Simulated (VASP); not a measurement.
```yaml
crystal:
  lattice:
    - [0.00000, 1.73712, 1.73712]
    - [1.73712, 0.00000, 1.73712]
    - [1.73712, 1.73712, 0.00000]
  atoms:
    - { symbol: Ni, position: [0.00000, 0.00000, 0.00000], spin: 1.0 }
```

All values below come from PBE GGA, VASP's PBE PAW potentials (set 64) (plane waves; VASP). Run with 300 eV cut-off, 11×11×11 Γ-centred mesh, Fermi-Dirac smearing of 0.10 eV, potentials Ni.

At this cut-off the stress carries a Pulay error, which pulls relaxed volumes low.

Give the stress tensor in GPa (positive for a compressed cell).

```
7.72  0.00  0.00
0.00  7.72  0.00
0.00  0.00  7.72
```
The pressure is its mean diagonal, 7.72 GPa.

The structure is a typed Ni crystal (Fm-3m). The cell was not relaxed at this level.
